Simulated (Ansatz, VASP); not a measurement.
**CuSn3: VASP beside Ansatz**

The input INCAR:

```
SYSTEM = CuSn3
  PREC = Accurate
  ENCUT = 520
  EDIFF = 1E-7
  ISMEAR = -1
  SIGMA = 0.05
  LREAL = .FALSE.
  LASPH = .TRUE.
  NELM = 100
  ALGO = Normal
  ISIF = 2
  LWAVE = .FALSE.
  LCHARG = .FALSE.
  GGA = PE
  NBANDS = 34
```

File KPOINTS:

```
regular mesh
0
G
  8 8 8
  0 0 0
```

POSCAR

```
CuSn3
1.0
   -2.2547372270      2.2547372270      4.9029612579
    2.2547372270     -2.2547372270      4.9029612579
    2.2547372270      2.2547372270     -4.9029612579
Sn Cu
3 1
Direct
    0.5000000000      0.5000000000      0.0000000000
    0.2500000000      0.7500000000      0.5000000000
    0.7500000000      0.2500000000      0.5000000000
    0.0000000000      0.0000000000      0.0000000000
```

The input input.yaml:

```yaml
crystal:
  lattice:
    - [-2.254737227, 2.254737227, 4.9029612579]
    - [2.254737227, -2.254737227, 4.9029612579]
    - [2.254737227, 2.254737227, -4.9029612579]
  atoms:
    - { symbol: Sn, position: [0.5, 0.5, 0.0] }
    - { symbol: Sn, position: [0.25, 0.75, 0.5] }
    - { symbol: Sn, position: [0.75, 0.25, 0.5] }
    - { symbol: Cu, position: [0.0, 0.0, 0.0] }
hamiltonian:
  xc: pbe
  pseudopotentials: { kind: paw }
kpoints:
  mp_grid: { grid: [8, 8, 8] }
scf:
  occupations: { method: fermi_dirac, width: 0.05 }
output:
  forces: true
  stress: true
  eigenvalues: true
```

Change from the starting cell: volume scaled by 1.02.

Alike in both runs: task single point; functional PBE; k mesh 8 × 8 × 8; occupations fermi-dirac, width 0.05 eV; no spin polarisation.

|  | VASP | Ansatz |
| --- | --- | --- |
| version | VASP 6.6.1 | Ansatz 0.2.0 |
| potentials or method | VASP PAW PBE potentials, release 64 (Sn_d, Cu) | Ansatz PAW |
| plane-wave cutoff (eV) | 520 | 420 |
| valence electrons in the cell | 53 | 61 |

```tsv
	VASP	Ansatz	Ansatz less VASP
gap on the k mesh at the Fermi level (eV)	none	none	-
pressure (GPa)	-1.9	-1.9	0.00
largest component of the traceless stress (GPa)	0.26	0.26	+0.002
```

A gap of «none» marks a metal or a gap that the smearing closes. The two sets of potentials don't hold the same shells in valence.
